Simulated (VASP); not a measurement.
Consider the following.

```yaml
crystal:
  lattice:
    - [2.90032, 0.00000, 0.00000]
    - [0.00000, 2.80675, 0.00000]
    - [0.00000, 0.00000, 2.90575]
  atoms:
    - { symbol: Ga, position: [0.50000, 0.50000, 0.50000] }
    - { symbol: Co, position: [0.01551, 0.00000, 0.00000] }
```

Calculation: PBE GGA, VASP's PBE PAW potentials (set 64) (plane waves; VASP). Run with 400 eV cut-off, 5×5×5 Monkhorst-Pack mesh, first-order Methfessel-Paxton smearing of 0.10 eV, potentials Ga_d Co.

### Question
Which forces act on the atoms, in eV/Å?

### Answer

```csv
atom,Fx,Fy,Fz
Ga1,0.294,0.000,0.000
Co2,-0.294,0.000,0.000
```

### Question
Give the stress tensor in GPa (positive for a compressed cell).

### Answer

```
0.19  0.00  0.00
0.00  4.40  0.00
0.00  0.00  0.42
```
The pressure is its mean diagonal, 1.67 GPa.

The compound is CoGa in the CsCl type structure. The cell was not relaxed at this level, atoms are displaced from their ideal sites. The k-mesh is coarse (spacing up to 0.45 per Å, 2π included), so the numbers may not be converged in it. The run is one of a series of settings (KPOINTS 5×5×5 Monkhorst-Pack mesh against the base run), some of them coarse on purpose. The run is not spin-polarised, so no magnetic state was tried.
